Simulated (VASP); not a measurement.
Input:

```xyz
3
Lattice="0.0000 3.5196 3.5196 3.5196 0.0000 3.5196 3.5196 3.5196 0.0000" Properties=species:S:1:pos:R:3 pbc="T T T"
Sr     0.0000     0.0000     0.0000
Cl     1.7598     1.7598     1.7598
Cl     5.2794     5.2794     5.2794
```

Level of theory: PBE GGA, VASP's PBE PAW potentials (set 64) (plane waves; VASP). Run with 400 eV cut-off, 6×6×6 Γ-centred mesh, Gaussian smearing of 0.010 eV, potentials Sr_sv Cl.

Problem. Give the electronic dielectric tensor ε∞ (DFPT, local fields included).

Solution. 
```
2.89  0.00  0.00
0.00  2.89  0.00
0.00  0.00  2.89
```

Problem. Give the Born effective charges.

Solution. 
```
atom   Z*xx   Z*yy   Z*zz   mean
----  -----  -----  -----  -----
Sr1    2.50   2.50   2.50   2.50
Cl2   -1.25  -1.25  -1.25  -1.25
Cl3   -1.25  -1.25  -1.25  -1.25
```

Problem. And the static tensor with the ions free?

Solution. 
```
8.40  0.00  0.00
0.00  8.40  0.00
0.00  0.00  8.40
```

Problem. Which frequencies do the optical Γ-point modes have (no LO-TO splitting)?

Solution. 128 (×3), 172 (×3) cm⁻¹.

The compound is SrCl2 in the fluorite structure. It was relaxed first.
